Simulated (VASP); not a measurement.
```xyz
2
Lattice="0.0000 2.5201 2.5201 2.5201 0.0000 2.5201 2.5201 2.5201 0.0000" Properties=species:S:1:pos:R:3 pbc="T T T"
Li     0.0000     0.0000     0.0000
Cl     2.5201     2.5201     2.5201
```

Computed with r2SCAN meta-GGA, VASP's PBE PAW potentials (set 64) (plane waves; VASP). Settings: 520 eV cut-off, 9×9×9 Γ-centred mesh, Gaussian smearing of 0.050 eV, potentials Li_sv Cl.

**Question.** What does the run give for the energy per atom (σ→0), pressure?

**Answer.** 
```json
{
  "energy per atom (σ→0)": "-6.292 eV/atom",
  "pressure": "1.08 GPa"
}
```

The compound is LiCl in the rock salt structure. This cell is one point of a volume scan, at 0.97 of the reference volume.
